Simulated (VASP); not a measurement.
Take KI (rock salt), without spin-orbit terms, in VASP with PAW potentials, and its band gap. mBJ is a potential without an energy functional, so only the levels count.

Task: One run gives 3.85 eV. Which level is it?
(A) PBE (own cell)
(B) PBE0 (PBE cell)
(C) mBJ (TB09) (PBE cell)
(D) Hartree-Fock (PBE cell)

Result: A, PBE (own cell).  The others give 5.83 (mBJ (TB09) (PBE cell)), 10.71 (Hartree-Fock (PBE cell)), 5.52 (PBE0 (PBE cell)).

Only levels that ran to the end are used. Left out are those held back, those with too coarse a band path, GW runs whose mesh misses a band edge, hybrids' fits of cells that aren't cubic and levels without matching references; a question may draw on a part of the rest.

The compound is KI in the rock salt structure.
